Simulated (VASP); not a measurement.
# Co2Cu2C: magnetic orders, part 2 of 5

Is Co2Cu2C a ferromagnet or an antiferromagnet at this level? The cell is invented: it takes the structure of a Materials Project entry for Mn2Co2C (space group 123 there), with some of its atoms replaced by other elements, volume scaled by an estimate. It may not be a known or stable phase.

VASP 6.6.1, plane waves and PAW; the level of theory is named at each step.

So far: Set-up; Relax in the ferromagnetic state.

## Step 2: Relax in the ferromagnetic state (continued)

Level of this step: LDA, DFT+U (Co d 3 eV, Cu d 2 eV), spin-polarised from a ferromagnetic start; plane waves and PAW (Cu, Co, C); invented cell (VASP).

From OUTCAR (step 2):

```text
ion  position               nearest neighbor table
   1  0.000  0.000  0.000-   2 2.63   2 2.63   2 2.63   2 2.63   4 2.65   3 2.65   4 2.65   4 2.65
                             4 2.65   3 2.65   3 2.65   3 2.65
   2  0.500  0.500  0.000-   5 1.89   5 1.89   1 2.63   1 2.63   1 2.63   1 2.63   4 2.65   3 2.65
                             3 2.65   3 2.65   3 2.65   4 2.65   4 2.65   4 2.65
   3  0.500  0.000  0.500-   5 1.86   5 1.86   4 2.63   4 2.63   4 2.63   4 2.63   2 2.65   1 2.65
                             2 2.65   2 2.65   1 2.65   1 2.65   1 2.65   2 2.65
   4  0.000  0.500  0.500-   5 1.86   5 1.86   3 2.63   3 2.63   3 2.63   3 2.63   1 2.65   1 2.65
                             1 2.65   2 2.65   2 2.65   1 2.65   2 2.65   2 2.65
   5  0.500  0.500  0.500-   3 1.86   4 1.86   3 1.86   4 1.86   2 1.89   2 1.89

  LATTYP: Found a simple tetragonal cell.
 ALAT       =     3.7214100000
 C/A-ratio  =     1.0173383207

 Subroutine GETGRP returns: Found 16 space group operations
 (whereof 16 operations were pure point group operations)

The static configuration has the point symmetry D_4h.

 Found     40 irreducible k-points:

   k-points           NKPTS =     40   k-points in BZ     NKDIM =     40   number of bands    NBANDS=     30

   dimension x,y,z NGX =    28 NGY =   28 NGZ =   28
   dimension x,y,z NGXF=    56 NGYF=   56 NGZF=   56

   ENCUT  =  480.0 eV  35.28 Ry    5.94 a.u.   6.65  6.65  6.76*2*pi/ulx,y,z

   NELECT =      44.0000    total number of electrons

 k-points in reciprocal lattice and weights: Automatic mesh
   0.00000000  0.00000000  0.00000000       0.005
   0.16666667  0.00000000  0.00000000       0.019
   0.33333333  0.00000000  0.00000000       0.019
   0.50000000  0.00000000  0.00000000       0.009
   0.16666667  0.16666667  0.00000000       0.019
   0.33333333  0.16666667  0.00000000       0.037
   0.50000000  0.16666667  0.00000000       0.019
   0.33333333  0.33333333  0.00000000       0.019
   0.50000000  0.33333333  0.00000000       0.019
[...]
0.50000000  0.33333333  0.50000000       0.019
   0.50000000  0.50000000  0.50000000       0.005

atom =   1  type =  1  l = 2

 onsite density matrix

spin component  1

  0.9302  0.0000 -0.0000 -0.0000  0.0000
  0.0000  0.9357 -0.0000 -0.0000  0.0000
 -0.0000 -0.0000  0.9383  0.0000 -0.0000
 -0.0000 -0.0000  0.0000  0.9357  0.0000
  0.0000  0.0000 -0.0000  0.0000  0.9350

spin component  2

  0.9376  0.0000  0.0000 -0.0000 -0.0000
  0.0000  0.9120 -0.0000  0.0000  0.0000
  0.0000 -0.0000  0.9321  0.0000 -0.0000
 -0.0000  0.0000  0.0000  0.9120  0.0000
 -0.0000  0.0000 -0.0000  0.0000  0.9334

 occupancies and eigenvectors

  o =  0.9120  v =  0.0000  0.0000  0.0000  0.0000  0.0000  0.0000  0.0060 -0.0000 -1.0000  0.0000      0.0000  0.0000  0.0000  0.0000  0.0000  0.0000  0.0000  0.0000  0.0000  0.0000
  o =  0.9120  v =  0.0000  0.0000  0.0000  0.0000  0.0000  0.0000  1.0000 -0.0000  0.0060  0.0000      0.0000  0.0000  0.0000  0.0000  0.0000  0.0000  0.0000  0.0000  0.0000  0.0000
  o =  0.9302  v =  1.0000  0.0000  0.0000  0.0000  0.0000  0.0000  0.0000  0.0000  0.0000  0.0000      0.0000  0.0000  0.0000  0.0000  0.0000  0.0000  0.0000  0.0000  0.0000  0.0000
  o =  0.9321  v =  0.0000  0.0000  0.0000  0.0000  0.0000  0.0000  0.0000  1.0000 -0.0000 -0.0000      0.0000  0.0000  0.0000  0.0000  0.0000  0.0000  0.0000  0.0000  0.0000  0.0000
  o =  0.9334  v =  0.0000  0.0000  0.0000  0.0000  0.0000  0.0000 -0.0000  0.0000  0.0000  1.0000      0.0000  0.0000  0.0000  0.0000  0.0000  0.0000  0.0000  0.0000  0.0000  0.0000
  o =  0.9350  v =  0.0000 -0.0000  0.0000 -0.0000 -1.0000  0.0000  0.0000  0.0000  0.0000  0.0000      0.0000  0.0000  0.0000  0.0000  0.0000  0.0000  0.0000  0.0000  0.0000  0.0000
  o =  0.9357  v =  0.0000 -0.8561 -0.0000  0.5168  0.0000  0.0000  0.0000  0.0000  0.0000  0.0000      0.0000  0.0000  0.0000  0.0000  0.0000  0.0000  0.0000  0.0000  0.0000  0.0000
  o =  0.9357  v =  0.0000  0.5168 -0.0000  0.8561 -0.0000  0.0000  0.0000  0.0000  0.0000  0.0000      0.0000  0.0000  0.0000  0.0000  0.0000  0.0000  0.0000  0.0000  0.0000  0.0000
  o =  0.9376  v =  0.0000  0.0000  0.0000  0.0000  0.0000  1.0000  0.0000  0.0000  0.0000  0.0000      0.0000  0.0000  0.0000  0.0000  0.0000  0.0000  0.0000  0.0000  0.0000  0.0000
  o =  0.9383  v =  0.0000 -0.0000 -1.0000 -0.0000 -0.0000  0.0000  0.0000  0.0000  0.0000  0.0000      0.0000  0.0000  0.0000  0.0000  0.0000  0.0000  0.0000  0.0000  0.0000  0.0000

atom =   2  type =  1  l = 2

 onsite density matrix

spin component  1

  0.9341  0.0000  0.0000 -0.0000  0.0000
  0.0000  0.9358 -0.0000  0.0000  0.0000
  0.0000 -0.0000  0.8754  0.0000  0.0000
 -0.0000  0.0000  0.0000  0.9358  0.0000
  0.0000  0.0000  0.0000  0.0000  0.9460

spin component  2

  0.9316  0.0000 -0.0000 -0.0000 -0.0000
  0.0000  0.9500 -0.0000 -0.0000  0.0000
 -0.0000 -0.0000  0.8924  0.0000  0.0000
 -0.0000 -0.0000  0.0000  0.9500  0.0000
 -0.0000  0.0000  0.0000  0.0000  0.9392

 occupancies and eigenvectors

  o =  0.8754  v =  0.0000  0.0000 -1.0000  0.0000  0.0000  0.0000  0.0000  0.0000  0.0000  0.0000      0.0000  0.0000  0.0000  0.0000  0.0000  0.0000  0.0000  0.0000  0.0000  0.0000
  o =  0.8924  v =  0.0000  0.0000  0.0000  0.0000  0.0000  0.0000  0.0000  1.0000 -0.0000  0.0000      0.0000  0.0000  0.0000  0.0000  0.0000  0.0000  0.0000  0.0000  0.0000  0.0000
  o =  0.9316  v =  0.0000  0.0000  0.0000  0.0000  0.0000  1.0000  0.0000  0.0000  0.0000  0.0000      0.0000  0.0000  0.0000  0.0000  0.0000  0.0000  0.0000  0.0000  0.0000  0.0000
  o =  0.9341  v =  1.0000  0.0000  0.0000  0.0000  0.0000  0.0000  0.0000  0.0000  0.0000  0.0000      0.0000  0.0000  0.0000  0.0000  0.0000  0.0000  0.0000  0.0000  0.0000  0.0000
  o =  0.9358  v =  0.0000 -0.3103 -0.0000 -0.9507  0.0000  0.0000  0.0000  0.0000  0.0000  0.0000      0.0000  0.0000  0.0000  0.0000  0.0000  0.0000  0.0000  0.0000  0.0000  0.0000
  o =  0.9358  v =  0.0000 -0.9507  0.0000  0.3103 -0.0000  0.0000  0.0000  0.0000  0.0000  0.0000      0.0000  0.0000  0.0000  0.0000  0.0000  0.0000  0.0000  0.0000  0.0000  0.0000
  o =  0.9392  v =  0.0000  0.0000  0.0000  0.0000  0.0000  0.0000 -0.0000 -0.0000  0.0000  1.0000      0.0000  0.0000  0.0000  0.0000  0.0000  0.0000  0.0000  0.0000  0.0000  0.0000
  o =  0.9460  v =  0.0000 -0.0000  0.0000  0.0000  1.0000  0.0000  0.0000  0.0000  0.0000  0.0000      0.0000  0.0000  0.0000  0.0000  0.0000  0.0000  0.0000  0.0000  0.0000  0.0000
  o =  0.9500  v =  0.0000  0.0000  0.0000  0.0000  0.0000  0.0000  0.0404 -0.0000 -0.9992  0.0000      0.0000  0.0000  0.0000  0.0000  0.0000  0.0000  0.0000  0.0000  0.0000  0.0000
[...]
o =  0.9072  v =  0.0000  0.0000 -0.8639 -0.0000  0.5036  0.0000  0.0000  0.0000  0.0000  0.0000      0.0000  0.0000  0.0000  0.0000  0.0000  0.0000  0.0000  0.0000  0.0000  0.0000
  o =  0.9147  v =  0.0000 -0.0000  0.0000 -1.0000 -0.0000  0.0000  0.0000  0.0000  0.0000  0.0000      0.0000  0.0000  0.0000  0.0000  0.0000  0.0000  0.0000  0.0000  0.0000  0.0000

atom =   4  type =  2  l = 2

 onsite density matrix

spin component  1

  0.7959 -0.0000 -0.0000 -0.0000  0.0000
 -0.0000  0.9147 -0.0000 -0.0000 -0.0000
 -0.0000 -0.0000  0.8839  0.0000  0.0400
 -0.0000 -0.0000  0.0000  0.8760  0.0000
  0.0000 -0.0000  0.0400  0.0000  0.8387

spin component  2

  0.6329 -0.0000  0.0000  0.0000 -0.0000
 -0.0000  0.2875  0.0000  0.0000 -0.0000
  0.0000  0.0000  0.8459 -0.0000  0.0444
  0.0000  0.0000 -0.0000  0.6842 -0.0000
 -0.0000 -0.0000  0.0444 -0.0000  0.8272

 occupancies and eigenvectors

  o =  0.2875  v =  0.0000  0.0000  0.0000  0.0000  0.0000  0.0000  1.0000 -0.0000 -0.0000  0.0000      0.0000  0.0000  0.0000  0.0000  0.0000  0.0000  0.0000  0.0000  0.0000  0.0000
  o =  0.6329  v =  0.0000  0.0000  0.0000  0.0000  0.0000  1.0000  0.0000  0.0000  0.0000  0.0000      0.0000  0.0000  0.0000  0.0000  0.0000  0.0000  0.0000  0.0000  0.0000  0.0000
  o =  0.6842  v =  0.0000  0.0000  0.0000  0.0000  0.0000  0.0000  0.0000  0.0000  1.0000  0.0000      0.0000  0.0000  0.0000  0.0000  0.0000  0.0000  0.0000  0.0000  0.0000  0.0000
  o =  0.7911  v =  0.0000  0.0000  0.0000  0.0000  0.0000  0.0000 -0.0000  0.6301  0.0000 -0.7765      0.0000  0.0000  0.0000  0.0000  0.0000  0.0000  0.0000  0.0000  0.0000  0.0000
  o =  0.7959  v =  1.0000  0.0000  0.0000  0.0000  0.0000  0.0000  0.0000  0.0000  0.0000  0.0000      0.0000  0.0000  0.0000  0.0000  0.0000  0.0000  0.0000  0.0000  0.0000  0.0000
  o =  0.8154  v =  0.0000 -0.0000 -0.5036  0.0000  0.8639  0.0000  0.0000  0.0000  0.0000  0.0000      0.0000  0.0000  0.0000  0.0000  0.0000  0.0000  0.0000  0.0000  0.0000  0.0000
  o =  0.8760  v =  0.0000  0.0000 -0.0000 -1.0000  0.0000  0.0000  0.0000  0.0000  0.0000  0.0000      0.0000  0.0000  0.0000  0.0000  0.0000  0.0000  0.0000  0.0000  0.0000  0.0000
  o =  0.8820  v =  0.0000  0.0000  0.0000  0.0000  0.0000  0.0000  0.0000 -0.7765 -0.0000 -0.6301      0.0000  0.0000  0.0000  0.0000  0.0000  0.0000  0.0000  0.0000  0.0000  0.0000
  o =  0.9072  v =  0.0000  0.0000 -0.8639  0.0000 -0.5036  0.0000  0.0000  0.0000  0.0000  0.0000      0.0000  0.0000  0.0000  0.0000  0.0000  0.0000  0.0000  0.0000  0.0000  0.0000
  o =  0.9147  v =  0.0000 -1.0000 -0.0000 -0.0000 -0.0000  0.0000  0.0000  0.0000  0.0000  0.0000      0.0000  0.0000  0.0000  0.0000  0.0000  0.0000  0.0000  0.0000  0.0000  0.0000

 average (electrostatic) potential at core
       1 -62.1767       2 -63.1017       3 -79.0663       4 -79.0663       5 -50.6147

 E-fermi :   8.8270

 spin component 1
 k-point     1 :       0.0000    0.0000    0.0000
  band No.  band energies     occupation
    ...
     20       7.0549      1.00000
     21       7.2214      1.00000
     22       7.2214      1.00000
     23       7.5132      1.00000
     24       7.9356      1.00000
     25      12.3849      0.00000
     26      14.3856      0.00000
     27      14.8956      0.00000
     28      14.8956      0.00000
     29      15.3827      0.00000
    ...

 k-point     2 :       0.1667    0.0000    0.0000
  band No.  band energies     occupation
    ...
     20       7.2174      1.00000
     21       7.3572      1.00000
     22       7.4128      1.00000
     23       7.6171      1.00000
     24       8.3717      1.00000
     25      12.5854      0.00000
     26      13.7051      0.00000
     27      14.5334      0.00000
     28      15.1668      0.00000
     29      15.8357      0.00000
    ...

 k-point     3 :       0.3333    0.0000    0.0000
  band No.  band energies     occupation
    ...
     19       6.9377      1.00000
     20       6.9689      1.00000
     21       7.1909      1.00000
     22       7.2100      1.00000
     23       8.6160      1.00000
     24       9.2049      0.00000
     25      12.5449      0.00000
     26      13.3169      0.00000
     27      14.6125      0.00000
     28      15.6450      0.00000
    ...

 k-point     4 :       0.5000    0.0000    0.0000
  band No.  band energies     occupation
    ...
     18       6.4289      1.00000
     19       6.8239      1.00000
     20       6.9351      1.00000
     21       7.0450      1.00000
     22       7.2065      1.00000
     23       9.1295      0.00000
     24       9.6193      0.00000
     25      12.3855      0.00000
     26      13.4107      0.00000
     27      14.4904      0.00000
    ...

 k-point     5 :       0.1667    0.1667    0.0000
  band No.  band energies     occupation
    ...
     20       7.1282      1.00000
     21       7.1558      1.00000
     22       7.2984      1.00000
     23       8.0828      1.00000
     24       8.7228      0.99839
     25      12.7865      0.00000
     26      13.4601      0.00000
     27      14.3070      0.00000
     28      14.7397      0.00000
     29      17.1121      0.00000
    ...

 k-point     6 :       0.3333    0.1667    0.0000
  band No.  band energies     occupation
    ...
     18       6.7721      1.00000
     19       6.8831      1.00000
     20       6.9090      1.00000
     21       7.0824      1.00000
     22       7.2101      1.00000
     23       8.9784      0.00001
     24       9.0725      0.00000
     25      12.7191      0.00000
     26      13.0403      0.00000
     27      14.5274      0.00000
    ...

  Total        0.0448390      0.0448390      0.0984550      0.0000000      0.0000000     -0.0000000
  in kB        1.4489543      1.4489543      3.1815313      0.0000000      0.0000000     -0.0000000
  external PRESSURE =       2.0264800 kB  Pullay stress =       0.0000000 kB

  energy-cutoff  :      480.00
  volume of cell :       49.58
      direct lattice vectors                 reciprocal lattice vectors
     3.592743680  0.000000000  0.000000000     0.278338810 -0.000000000 -0.000000000
    -0.000000000  3.592743680 -0.000000000     0.000000000  0.278338810  0.000000000
     0.000000000  0.000000000  3.841134164    -0.000000000  0.000000000  0.260339774

 POSITION                                       TOTAL-FORCE (eV/Angst)
 -----------------------------------------------------------------------------------
      0.00000      0.00000      0.00000        -0.000000      0.000000      0.000000
      1.79637      1.79637      0.00000         0.000000      0.000000      0.000000
      1.79637      0.00000      1.92057        -0.000000      0.000000      0.000000
      0.00000      1.79637      1.92057         0.000000      0.000000      0.000000
      1.79637      1.79637      1.92057        -0.000000      0.000000      0.000000
 -----------------------------------------------------------------------------------
    total drift:                                0.000000      0.000000      0.000000

  FREE ENERGIE OF THE ION-ELECTRON SYSTEM (eV)
  ---------------------------------------------------
  free  energy   TOTEN  =       -28.3271336217 eV

  energy  without entropy=      -28.3247221401  energy(sigma->0) =      -28.32592788

 reached required accuracy - stopping structural energy minimisation

 total charge
# of ion       s       p       d       tot
------------------------------------------
    1        0.423   0.345   9.282  10.049
    2        0.447   0.528   9.268  10.242
    3        0.479   0.681   7.549   8.708
    4        0.479   0.681   7.549   8.708
    5        0.902   1.597   0.000   2.498
--------------------------------------------------
tot          2.729   3.831  33.647  40.207

 magnetization (x)
# of ion       s       p       d       tot
------------------------------------------
    1       -0.023  -0.016   0.048   0.009
    2        0.010  -0.006  -0.036  -0.033
    3       -0.005  -0.010   1.032   1.017
    4       -0.005  -0.010   1.032   1.017
    5       -0.004  -0.039   0.000  -0.043
--------------------------------------------------
tot         -0.026  -0.082   2.076   1.968

[... 6 further parts left out ...]
```

CONTCAR:

```
Co2Cu2C
   1.00000000000000
     3.5927436799787951    0.0000000000000000    0.0000000000000000
    -0.0000000000000000    3.5927436799787951   -0.0000000000000000
     0.0000000000000000    0.0000000000000000    3.8411341636950715
  Cu              Co              C
     2     2     1
Direct
     0.0000000000000000    0.0000000000000000    0.0000000000000000
     0.5000000000000000    0.5000000000000000    0.0000000000000000
     0.5000000000000000    0.0000000000000000    0.5000000000000000
     0.0000000000000000    0.5000000000000000    0.5000000000000000
     0.5000000000000000    0.5000000000000000    0.5000000000000000
```

The magnetic state follows from one typed start and may not be the lowest. The k-mesh is coarse for a metal. A U on the itinerant d states of such a compound is hard to justify; it moves the bands at the Fermi level and favours large moments. The run keeps the 16 symmetry operations of its start, so it cannot find a distortion of lower symmetry.

Step by step:

| step | energy less that of the first step (eV) | largest force (eV/Å) | pressure (GPa) | volume (Å³) |
| --- | --- | --- | --- | --- |
| 1 | 0.0000 | 0.0000 | -10.04 | 52.43 |
| 2 | -0.1451 | 0.0000 | 4.68 | 48.53 |
| 3 | -0.1498 | 0.0000 | 2.23 | 49.08 |
| 4 | -0.1708 | 0.0000 | 1.80 | 49.30 |
| 5 | -0.1711 | 0.0000 | 1.08 | 49.36 |
| 6 | -0.1712 | 0.0000 | 1.13 | 49.34 |
| 7 | -0.1718 | 0.0000 | -0.35 | 49.74 |
| 8 | -0.1721 | 0.0000 | 0.20 | 49.58 |

| conventional cell, symmetrised | before | after | change |
| --- | --- | --- | --- |
| a (Å) | 3.721 | 3.593 | -3.5 % |
| b (Å) | 3.721 | 3.593 | -3.5 % |
| c (Å) | 3.786 | 3.841 | +1.5 % |
| volume (Å³/atom) | 10.49 | 9.92 | -5.4 % |

The relaxed structure:

```cif
data_structure
_symmetry_space_group_name_H-M 'P 1'
_symmetry_Int_Tables_number 1
_cell_length_a 3.5927
_cell_length_b 3.5927
_cell_length_c 3.8411
_cell_angle_alpha 90.000
_cell_angle_beta 90.000
_cell_angle_gamma 90.000
_cell_volume 49.58
loop_
_atom_site_label
_atom_site_type_symbol
_atom_site_fract_x
_atom_site_fract_y
_atom_site_fract_z
_atom_site_occupancy
Cu1 Cu 0.00000 0.00000 0.00000 1
Cu2 Cu 0.50000 0.50000 0.00000 1
Co3 Co 0.50000 0.00000 0.50000 1
Co4 Co 0.00000 0.50000 0.50000 1
C5 C 0.50000 0.50000 0.50000 1
```

This step gave:

```yaml
electronic_cycles: 71
electrons: 44
free_energy_toten: -28.33 eV
energy_at_zero_smearing: -28.33 eV
fermi_energy: 8.827 eV
moment_of_the_cell_from_the_last_line_of_the_log: 1.922 μB
labelled_metallic_from_the_levels_on_this_mesh: yes
```

Spin moment in the PAW sphere by atom:

| atom | spin moment in the PAW sphere (μB) |
| --- | --- |
| Cu1 | 0.01 |
| Cu2 | -0.03 |
| Co3 | 1.02 |
| Co4 | 1.02 |
| C5 | -0.04 |

The run ended after 8 ionic steps, 0.172 eV below its first step, once forces and stress met EDIFFG = -0.02.

(Continued in part 3 of 5.)

[Lines on the potential files, build, host, timing and source positions are cut from VASP's logs without a mark.]

[Logs are printed without paths, hosts, clocks, repeated set-up lines and the standing remarks that a program may print on its own settings, such as how far it seeks lower states.]

[Hosts, paths, dates, database ids (printed as entryN), source tags and the programs' standing remarks are cut or masked in the printed files.]

[In band tables of VASP the shares of atoms and orbitals are scaled to a sum of 1 inside the atoms' spheres.]

[Runs that stopped without an error message from VASP are left out.]
